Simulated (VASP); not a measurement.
Energy against volume of Li2S (antifluorite). Calculation: vdW-DF-cx, VASP's PBE PAW potentials (set 64) (plane waves; VASP). Settings: 520 eV cut-off, 7×7×7 Γ-centred mesh, Gaussian smearing of 0.050 eV, potentials Li_sv S.

```json
[
 {"V (Å³/atom)": "14.990", "E (eV/atom)": "-2.93344"},
 {"V (Å³/atom)": "15.454", "E (eV/atom)": "-2.93581"},
 {"V (Å³/atom)": "15.917", "E (eV/atom)": "-2.93448"},
 {"V (Å³/atom)": "16.381", "E (eV/atom)": "-2.93002"}
]
```

Problem. Fit these four points and predict the energy of the run at 14.527 Å³/atom.

Solution. A cubic in V^(−2/3), the third-order Birch-Murnaghan form, passes through the four points with V0 = 15.51 Å³/atom and B0 = 42 GPa, and gives -2.9267 eV/atom there. The run gave -2.9268 eV/atom, -0.1 meV/atom from the fit; all five points give B0 = 42 GPa.

The compound is Li2S in the antifluorite structure. It was relaxed first.
